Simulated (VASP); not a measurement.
## Band gap of SrO: mesh and cell

How far does the LDA gap of SrO depend on mesh and cell? The starting structure is a measured crystal structure from the Crystallography Open Database. Cell and atoms stay as given unless a step says otherwise.

Main program and level: VASP 6.6.1; Kohn-Sham DFT with plane waves and PAW; LDA.

## (1) Set-up

It takes space group Fm-3m (No. 225, cubic). Conventional cell: a = 5.161 Å, b = 5.161 Å, c = 5.161 Å, α = 90.00°, β = 90.00°, γ = 90.00°. Nearest to Sr lie 6 O at 2.58 Å. O has 6 Sr at 2.58 Å nearest. Farther neighbours and most contacts between anions are not listed.

Coordinates:

```
Sr O
1.0
     0.00000    2.58066    2.58066
     2.58066    0.00000    2.58066
     2.58066    2.58066    0.00000
Sr O
1 1
Direct
  0.00000 0.00000 0.00000
  0.50000 0.50000 0.50000
```

## (2) Reference bands

Contents of INCAR:

```
SYSTEM = SrO
PREC = Accurate
ENCUT = 460
EDIFF = 1E-06
NELM = 100
ISMEAR = 0
SIGMA = 0.03
LREAL = .FALSE.
ALGO = Normal
GGA = CA
NBANDS = 20
LORBIT = 11
LWAVE = .FALSE.
LCHARG = .FALSE.
KPAR = 4
LASPH = .TRUE.
```

Contents of POSCAR:

```
SrO
1.0
    0.0000000000      2.5806600000      2.5806600000
    2.5806600000      0.0000000000      2.5806600000
    2.5806600000      2.5806600000      0.0000000000
Sr O
1 1
Direct
    0.0000000000      0.0000000000      0.0000000000
    0.5000000000      0.5000000000      0.5000000000
```

Contents of KPOINTS:

```
Automatic mesh
0
Gamma
8 8 8
0 0 0
```

Contents of KPOINTS_OPT:

```
Line mode
10
Line-mode
Reciprocal
  0.00000000   0.00000000   0.00000000 GAMMA
  0.50000000   0.00000000   0.50000000 X

  0.50000000   0.00000000   0.50000000 X
  0.50000000   0.25000000   0.75000000 W

  0.50000000   0.25000000   0.75000000 W
  0.37500000   0.37500000   0.75000000 K

  0.37500000   0.37500000   0.75000000 K
  0.00000000   0.00000000   0.00000000 GAMMA

  0.00000000   0.00000000   0.00000000 GAMMA
  0.50000000   0.50000000   0.50000000 L

  0.50000000   0.50000000   0.50000000 L
  0.62500000   0.25000000   0.62500000 U

  0.62500000   0.25000000   0.62500000 U
  0.50000000   0.25000000   0.75000000 W

  0.50000000   0.25000000   0.75000000 W
  0.50000000   0.50000000   0.50000000 L

  0.50000000   0.50000000   0.50000000 L
  0.37500000   0.37500000   0.75000000 K

  0.62500000   0.25000000   0.62500000 U
  0.50000000   0.00000000   0.50000000 X
```

Potentials, in the order of the species: Sr_sv and O (LDA family, release 64).

On the command line:

```console
$ mpirun -np 4 vasp_std
```

The log of the run:

```text
[banner, memory and clock lines left out]
running    4 mpi-ranks, on    1 nodes
 distrk:  each k-point on    1 cores,    4 groups
 distr:  one band on    1 cores,    1 groups

 POSCAR found type information on POSCAR SrO
 POSCAR found :  2 types and       2 ions
 LDA part: xc-table for (Slater(with rela. corr.)+CA(PZ))
 , standard interpolation
 POSCAR, INCAR and KPOINTS ok, starting setup
 FFT: planning ... GRIDC
 FFT: planning ... GRID_SOFT
 FFT: planning ... GRID
 WAVECAR not read
 entering main loop
       N       E                     dE             d eps       ncg     rms          rms(c)
DAV:   1     0.606435680657E+02    0.60644E+02   -0.74489E+03  1160   0.713E+02
DAV:   2    -0.129110366552E+02   -0.73555E+02   -0.68702E+02  1472   0.183E+02
DAV:   3    -0.155021547746E+02   -0.25911E+01   -0.25685E+01  1540   0.279E+01
DAV:   4    -0.155427425281E+02   -0.40588E-01   -0.40572E-01  1424   0.339E+00
DAV:   5    -0.155437690240E+02   -0.10265E-02   -0.10265E-02  1468   0.451E-01    0.168E+01
DAV:   6    -0.136003822241E+02    0.19434E+01   -0.34339E+00  1248   0.143E+01    0.201E+01
DAV:   7    -0.134162282890E+02    0.18415E+00   -0.21826E-01  1336   0.375E+00    0.112E+01
DAV:   8    -0.133667551180E+02    0.49473E-01   -0.17421E-01  1528   0.277E+00    0.975E-01
DAV:   9    -0.133676138890E+02   -0.85877E-03   -0.62498E-03  1668   0.337E-01    0.365E-01
DAV:  10    -0.133673974494E+02    0.21644E-03   -0.22735E-04  1288   0.120E-01    0.187E-01
DAV:  11    -0.133673678028E+02    0.29647E-04   -0.15766E-04  1416   0.962E-02    0.292E-02
DAV:  12    -0.133673696071E+02   -0.18043E-05   -0.90560E-06  1404   0.197E-02    0.809E-03
DAV:  13    -0.133673696642E+02   -0.57066E-07   -0.35825E-07   800   0.477E-03
   1 F= -.13367370E+02 E0= -.13367370E+02  d E =-.567923E-24
 Start KPOINTS_OPT (optional k-point list driver)
k-point batch [1-29\100]
       N       E                     dE             ncg
DAV:   1    -0.257696230443E+04   -0.17112E+05     1176
DAV:   2    -0.460695111269E+04   -0.20300E+04     1472
DAV:   3    -0.467691152897E+04   -0.69960E+02     1552
DAV:   4    -0.467810869039E+04   -0.11972E+01     1368
DAV:   5    -0.467813200277E+04   -0.23312E-01     1472
DAV:   6    -0.467813256106E+04   -0.55829E-03     1364
DAV:   7    -0.467813257506E+04   -0.14004E-04     1380
DAV:   8    -0.467813257536E+04   -0.29713E-06      872
[...]
k-point batch [88-100\100]
       N       E                     dE             ncg
DAV:   1     0.718349000703E+04   -0.86779E+04      520
DAV:   2     0.626980566411E+04   -0.91368E+03      640
DAV:   3     0.624184228113E+04   -0.27963E+02      740
DAV:   4     0.624147656726E+04   -0.36571E+00      592
DAV:   5     0.624147063593E+04   -0.59313E-02      664
DAV:   6     0.624147052221E+04   -0.11372E-03      588
DAV:   7     0.624147051973E+04   -0.24783E-05      608
DAV:   8     0.624147051968E+04   -0.49300E-07      396
```

It took 16 s on 4 MPI ranks of AMD EPYC 7R43, shared host; peak memory 0.49 GiB; 62 s of CPU time.

Lines that name or quote the potential files are left out of all logs, and their timing lines are given in words.

From OUTCAR (step 2):

```text
ion  position               nearest neighbor table
   1  0.000  0.000  0.000-   2 2.58   2 2.58   2 2.58   2 2.58   2 2.58   2 2.58
   2  0.500  0.500  0.500-   1 2.58   1 2.58   1 2.58   1 2.58   1 2.58   1 2.58

  LATTYP: Found a face centered cubic cell.
 ALAT       =     5.1613200000

 Subroutine GETGRP returns: Found 48 space group operations
 (whereof 48 operations were pure point group operations)

The static configuration has the point symmetry O_h .

 Found     29 irreducible k-points:

   k-points           NKPTS =     29   k-points in BZ     NKDIM =     29   number of bands    NBANDS=     20

   dimension x,y,z NGX =    28 NGY =   28 NGZ =   28
   dimension x,y,z NGXF=    56 NGYF=   56 NGZF=   56

   ENCUT  =  460.0 eV  33.81 Ry    5.81 a.u.   6.38  6.38  6.38*2*pi/ulx,y,z

   NELECT =      16.0000    total number of electrons

 k-points in reciprocal lattice and weights: Automatic mesh
   0.00000000  0.00000000  0.00000000       0.002
   0.12500000  0.00000000  0.00000000       0.016
   0.25000000  0.00000000  0.00000000       0.016
   0.37500000  0.00000000  0.00000000       0.016
   0.50000000  0.00000000  0.00000000       0.008
   0.12500000  0.12500000  0.00000000       0.012
   0.25000000  0.12500000  0.00000000       0.047
   0.37500000  0.12500000  0.00000000       0.047
   0.50000000  0.12500000  0.00000000       0.047
[...]
-0.37500000  0.50000000  0.12500000       0.023
  -0.25000000  0.50000000  0.25000000       0.012

 average (electrostatic) potential at core
       1 -36.4403       2 -72.0123

 E-fermi :   1.4925

 k-point     1 :       0.0000    0.0000    0.0000
  band No.  band energies     occupation
    ...
      4     -12.5718      2.00000
      5     -12.5718      2.00000
      6       1.2877      2.00000
      7       1.2877      2.00000
      8       1.2877      2.00000
      9       5.0098      0.00000
     10       7.3692      0.00000
     11       7.3692      0.00000
     12       7.3692      0.00000
     13       9.5674      0.00000
    ...

 k-point     2 :       0.1250    0.0000    0.0000
  band No.  band energies     occupation
    ...
      4     -12.5843      2.00000
      5     -12.2034      2.00000
      6       0.8162      2.00000
      7       1.0898      2.00000
      8       1.0898      2.00000
      9       5.7171      0.00000
     10       7.2101      0.00000
     11       7.6762      0.00000
     12       7.6762      0.00000
     13       9.9733      0.00000
    ...

 k-point     3 :       0.2500    0.0000    0.0000
  band No.  band energies     occupation
    ...
      4     -12.6141      2.00000
      5     -11.7173      2.00000
      6      -0.0278      2.00000
      7       0.6634      2.00000
      8       0.6634      2.00000
      9       7.1073      0.00000
     10       7.2795      0.00000
     11       8.5104      0.00000
     12       8.5104      0.00000
     13      10.9878      0.00000
    ...

  Total       -1.0808298     -1.0808298     -1.0808298     -0.0000000     -0.0000000      0.0000000
  in kB      -50.3785325    -50.3785325    -50.3785325     -0.0000000     -0.0000000      0.0000000
  external PRESSURE =     -50.3785325 kB  Pullay stress =       0.0000000 kB

  energy-cutoff  :      460.00
  volume of cell :       34.37
      direct lattice vectors                 reciprocal lattice vectors
     0.000000000  2.580660000  2.580660000    -0.193748886  0.193748886  0.193748886
     2.580660000  0.000000000  2.580660000     0.193748886 -0.193748886  0.193748886
     2.580660000  2.580660000  0.000000000     0.193748886  0.193748886 -0.193748886

 POSITION                                       TOTAL-FORCE (eV/Angst)
 -----------------------------------------------------------------------------------
      0.00000      0.00000      0.00000         0.000000     -0.000000     -0.000000
      2.58066      2.58066      2.58066        -0.000000      0.000000      0.000000
 -----------------------------------------------------------------------------------
    total drift:                                0.000000      0.000000      0.000000

  FREE ENERGIE OF THE ION-ELECTRON SYSTEM (eV)
  ---------------------------------------------------
  free  energy   TOTEN  =       -13.3673696642 eV

  energy  without entropy=      -13.3673696642  energy(sigma->0) =      -13.36736966

 total charge
# of ion       s       p       d       tot
------------------------------------------
    1        2.016   5.800   0.258   8.074
    2        1.548   3.396   0.000   4.944
--------------------------------------------------
tot          3.564   9.196   0.258  13.018

[... 3 further parts left out ...]
```

At this level the cell is under a tension of 5.0 GPa, so at these settings it is away from equilibrium.

The reference gap is 3.109 eV.

## (3) Bands with cell and atoms relaxed by LDA

Against step 2 the input has another starting structure. The cell comes from a relaxation at this level, not shown (32.73 Å³).

INCAR is that of step 2.

Contents of POSCAR:

```
SrO
1.0
    0.0000000000      2.5389240341      2.5389240341
    2.5389240341      0.0000000000      2.5389240341
    2.5389240341      2.5389240341      0.0000000000
Sr O
1 1
Direct
    0.0000000000      0.0000000000      0.0000000000
    0.5000000000      0.5000000000      0.5000000000
```

KPOINTS is that of step 2.

KPOINTS_OPT is that of step 2.

On the command line:

```console
$ mpirun -np 4 vasp_std
```

The log of the run:

```text
[... set-up lines as in an earlier step ...]
 entering main loop
       N       E                     dE             d eps       ncg     rms          rms(c)
DAV:   1     0.594761363273E+02    0.59476E+02   -0.73811E+03  1168   0.716E+02
DAV:   2    -0.131854217341E+02   -0.72662E+02   -0.68732E+02  1464   0.184E+02
DAV:   3    -0.155453184035E+02   -0.23599E+01   -0.23431E+01  1524   0.276E+01
DAV:   4    -0.155805714072E+02   -0.35253E-01   -0.35242E-01  1420   0.318E+00
[...]
DAV:  11    -0.133907348053E+02    0.56986E-05   -0.12686E-04  1416   0.803E-02    0.315E-02
DAV:  12    -0.133907359453E+02   -0.11400E-05   -0.67591E-06  1332   0.206E-02    0.169E-02
DAV:  13    -0.133907357152E+02    0.23016E-06   -0.11623E-06  1240   0.782E-03
   1 F= -.13390736E+02 E0= -.13390736E+02  d E =-.189966E-13
 Start KPOINTS_OPT (optional k-point list driver)
k-point batch [1-29\100]
       N       E                     dE             ncg
DAV:   1    -0.237971019722E+04   -0.17391E+05     1160
DAV:   2    -0.446137829364E+04   -0.20817E+04     1432
DAV:   3    -0.452953177301E+04   -0.68153E+02     1592
DAV:   4    -0.453076142945E+04   -0.12297E+01     1364
DAV:   5    -0.453078523284E+04   -0.23803E-01     1484
DAV:   6    -0.453078578403E+04   -0.55119E-03     1376
DAV:   7    -0.453078579596E+04   -0.11929E-04     1404
DAV:   8    -0.453078579620E+04   -0.24209E-06      904
[...]
k-point batch [88-100\100]
       N       E                     dE             ncg
DAV:   1     0.769940472766E+04   -0.91943E+04      520
DAV:   2     0.676605153690E+04   -0.93335E+03      704
DAV:   3     0.673779558072E+04   -0.28256E+02      696
DAV:   4     0.673753216916E+04   -0.26341E+00      600
DAV:   5     0.673752737971E+04   -0.47894E-02      636
DAV:   6     0.673752727288E+04   -0.10684E-03      592
DAV:   7     0.673752727043E+04   -0.24507E-05      604
DAV:   8     0.673752727037E+04   -0.60103E-07      380
```

Run time: 20 s. Hardware: 4 MPI ranks; peak memory 0.5 GiB.

Parts of OUTCAR (step 3):

```text
  Total       -0.1018028     -0.1018028     -0.1018028     -0.0000000      0.0000000     -0.0000000
  in kB       -4.9830041     -4.9830041     -4.9830041     -0.0000000      0.0000000     -0.0000000
  external PRESSURE =      -4.9830041 kB  Pullay stress =       0.0000000 kB

 POSITION                                       TOTAL-FORCE (eV/Angst)
 -----------------------------------------------------------------------------------
      0.00000      0.00000      0.00000         0.000000      0.000000     -0.000000
      2.53892      2.53892      2.53892        -0.000000     -0.000000      0.000000
 -----------------------------------------------------------------------------------
    total drift:                                0.000000      0.000000      0.000000

  FREE ENERGIE OF THE ION-ELECTRON SYSTEM (eV)
  ---------------------------------------------------
  free  energy   TOTEN  =       -13.3907357152 eV

  energy  without entropy=      -13.3907357152  energy(sigma->0) =      -13.39073572

[... 1 part as in an earlier step ...]

[... 2 further parts left out ...]
[key lines of the parts left out:]
E-fermi :   1.6712
```

With cell and atoms relaxed by LDA the gap is 3.069 eV, -0.040 eV from the reference.

## (4) Bands with a 10×10×10 mesh

Against step 2 the input has a 10×10×10 mesh.

INCAR is that of step 3.

Contents of POSCAR:

```
SrO
1.0
    0.0000000000      2.5806600000      2.5806600000
    2.5806600000      0.0000000000      2.5806600000
    2.5806600000      2.5806600000      0.0000000000
Sr O
1 1
Direct
    0.0000000000      0.0000000000      0.0000000000
    0.5000000000      0.5000000000      0.5000000000
```

Contents of KPOINTS:

```
Automatic mesh
0
Gamma
10 10 10
0 0 0
```

KPOINTS_OPT is that of step 3.

On the command line:

```console
$ mpirun -np 4 vasp_std
```

The log of the run:

```text
[... set-up lines as in an earlier step ...]
 entering main loop
       N       E                     dE             d eps       ncg     rms          rms(c)
DAV:   1     0.608624394683E+02    0.60862E+02   -0.74874E+03  1896   0.715E+02
DAV:   2    -0.129530438458E+02   -0.73815E+02   -0.69571E+02  2404   0.182E+02
DAV:   3    -0.155041556148E+02   -0.25511E+01   -0.25290E+01  2488   0.282E+01
DAV:   4    -0.155429965482E+02   -0.38841E-01   -0.38827E-01  2320   0.325E+00
[...]
DAV:  11    -0.133674016599E+02    0.33869E-04   -0.15403E-04  2272   0.977E-02    0.283E-02
DAV:  12    -0.133674036733E+02   -0.20134E-05   -0.10123E-05  2296   0.195E-02    0.566E-03
DAV:  13    -0.133674037470E+02   -0.73723E-07   -0.30224E-07  1272   0.429E-03
   1 F= -.13367404E+02 E0= -.13367404E+02  d E =-.288431E-24
 Start KPOINTS_OPT (optional k-point list driver)
k-point batch [1-47\100]
       N       E                     dE             ncg
DAV:   1    -0.407991062864E+04   -0.24329E+05     1880
DAV:   2    -0.745708493038E+04   -0.33772E+04     2360
DAV:   3    -0.756769387962E+04   -0.11061E+03     2484
DAV:   4    -0.756971053417E+04   -0.20167E+01     2260
DAV:   5    -0.756975101543E+04   -0.40481E-01     2424
DAV:   6    -0.756975214495E+04   -0.11295E-02     2288
DAV:   7    -0.756975217976E+04   -0.34811E-04     2288
DAV:   8    -0.756975218074E+04   -0.98572E-06     1552
[...]
k-point batch [95-100\100]
       N       E                     dE             ncg
DAV:   1     0.228527827818E+05   -0.40979E+04      240
DAV:   2     0.224376405845E+05   -0.41514E+03      312
DAV:   3     0.224248312972E+05   -0.12809E+02      324
DAV:   4     0.224246470203E+05   -0.18428E+00      272
DAV:   5     0.224246440367E+05   -0.29835E-02      312
DAV:   6     0.224246439764E+05   -0.60302E-04      272
DAV:   7     0.224246439751E+05   -0.13647E-05      324
DAV:   8     0.224246439751E+05   -0.26208E-07      164
```

It took 26 s on 4 MPI ranks; peak memory 0.56 GiB; 100 s of CPU time.

Parts of OUTCAR (step 4):

```text
  Total       -1.0806748     -1.0806748     -1.0806748      0.0000000      0.0000000     -0.0000000
  in kB      -50.3713080    -50.3713080    -50.3713080      0.0000000      0.0000000     -0.0000000
  external PRESSURE =     -50.3713080 kB  Pullay stress =       0.0000000 kB

 POSITION                                       TOTAL-FORCE (eV/Angst)
 -----------------------------------------------------------------------------------
      0.00000      0.00000      0.00000        -0.000000      0.000000      0.000000
      2.58066      2.58066      2.58066         0.000000     -0.000000     -0.000000
 -----------------------------------------------------------------------------------
    total drift:                                0.000000      0.000000      0.000000

  FREE ENERGIE OF THE ION-ELECTRON SYSTEM (eV)
  ---------------------------------------------------
  free  energy   TOTEN  =       -13.3674037470 eV

  energy  without entropy=      -13.3674037470  energy(sigma->0) =      -13.36740375

[... 1 part as in an earlier step ...]

[... 2 further parts left out ...]
[key lines of the parts left out:]
E-fermi :   1.4925
```

With a 10×10×10 mesh the gap is 3.109 eV, +0.000 eV from the reference.

## (5) All runs side by side

```csv
run,gap (eV),change (eV),core minutes
reference,3.109,-,1.07
cell and atoms relaxed by LDA,3.069,-0.04,1.32
a 10×10×10 mesh,3.109,0.0,1.73
```

Core minutes are wall time times ranks of the run shown, on a shared host.

## (6) Outcome

| Property | Result |
| --- | --- |
| reference gap | 3.109 eV |
| gap with cell and atoms relaxed by LDA | 3.069 eV |
| gap with a 10×10×10 mesh | 3.109 eV |

**Reading.** Among the runs that read a gap along the path, the one with cell and atoms relaxed by LDA moves it most, by -0.040 eV. On finer settings it changes by +0.000 eV with a 10×10×10 mesh. The functional's own error isn't tested here. Further runs on this material are not shown.

[Lines on the potential files, build, host, timing and source positions are cut from VASP's logs without a mark.]

[Logs are printed without paths, hosts, clocks, repeated set-up lines and the standing remarks that a program may print on its own settings, such as how far it seeks lower states.]

[Hosts, paths, dates, database ids (printed as entryN), source tags and the programs' standing remarks are cut or masked in the printed files.]
